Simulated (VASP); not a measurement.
Input of a VASP 6.6.1 run:

Contents of INCAR:

```
PREC = Accurate ; ENCUT = 520
EDIFF = 1E-7 ; ISMEAR = -1
SIGMA = 0.05 ; LREAL = F
LASPH = T ; NELM = 100
ALGO = Normal ; ISIF = 2
LWAVE = F ; LCHARG = F
ISPIN = 2 ; MAGMOM = 0 0 2 2 2 0 0 0 0 0 0 0 0 0 0 0 0 0 0 0 0 0
LORBIT = 11 ; LMAXMIX = 4
GGA = PE ; NBANDS = 119
KPAR = 4
```

File KPOINTS:

```
Automatic mesh
0
Gamma
  4 4 4
```

Contents of POSCAR:

```
Ba2Tl5V3O12
1.0
    8.1542100000      0.0000000000      0.0000000000
   -4.0771100000      7.0617600000      0.0000000000
    0.0000000000      0.0000000000      6.9212800000
Ba V Tl O
2 3 5 12
Direct
    0.0000000000      0.0000000000      0.2355200000
    0.0000000000      0.0000000000      0.7644800000
    0.5000000000      0.0000000000      0.0000000000
    0.0000000000      0.5000000000      0.0000000000
    0.5000000000      0.5000000000      0.0000000000
    0.5000000000      0.0000000000      0.5000000000
    0.0000000000      0.5000000000      0.5000000000
    0.5000000000      0.5000000000      0.5000000000
    0.3333300000      0.6666700000      0.2248900000
    0.6666700000      0.3333300000      0.7751100000
    0.3389000000      0.3433400000      0.8144400000
    0.6566600000      0.9955600000      0.8144400000
    0.0044400000      0.6611000000      0.8144400000
    0.3433400000      0.3389000000      0.1855600000
    0.9955600000      0.6566600000      0.1855600000
    0.6611000000      0.0044400000      0.1855600000
    0.6611000000      0.6566600000      0.1855600000
    0.3433400000      0.0044400000      0.1855600000
    0.9955600000      0.3389000000      0.1855600000
    0.6566600000      0.6611000000      0.8144400000
    0.0044400000      0.3433400000      0.8144400000
    0.3389000000      0.9955600000      0.8144400000
```

Potentials or basis: VASP PAW PBE potentials, release 64 (Ba_sv, V_sv, Tl_d, O).

Run with:

```bash
$ cat potpaw_PBE.64/Ba_sv/POTCAR potpaw_PBE.64/V_sv/POTCAR potpaw_PBE.64/Tl_d/POTCAR potpaw_PBE.64/O/POTCAR > POTCAR
$ mpirun -np 4 vasp_std > vasp.out
```

Question: Estimate the band gap on the k mesh.

Answer: None (metal or under the smearing width).

Question: What does it give for the largest force?

Answer: 0.109 eV/Å.

Question: What does it give for the pressure?

Answer: 0.7 GPa.

Forces on the atoms (eV/Å):
```
Ba   0.000  0.000  0.109
Ba   0.000  0.000 -0.109
V    0.000  0.000  0.000
V    0.000  0.000  0.000
V    0.000  0.000  0.000
Tl   0.000  0.000  0.000
Tl   0.000  0.000  0.000
Tl   0.000  0.000  0.000
Tl   0.000  0.000 -0.009
Tl   0.000  0.000  0.009
O    0.029 -0.005 -0.021
O   -0.010  0.027 -0.021
O   -0.019 -0.023 -0.021
O   -0.019  0.023  0.021
O    0.029  0.005  0.021
O   -0.010 -0.027  0.021
O   -0.029  0.005  0.021
O    0.010 -0.027  0.021
O    0.019  0.023  0.021
O    0.019 -0.023 -0.021
O   -0.029 -0.005 -0.021
O    0.010  0.027 -0.021
```

Caveat: semilocal functionals often make such compounds metallic where correlation or magnetic order opens a gap, which also shifts bond lengths. With open d or f shells a metallic result of PBE can be an artefact of self-interaction; +U or a hybrid may open a gap.
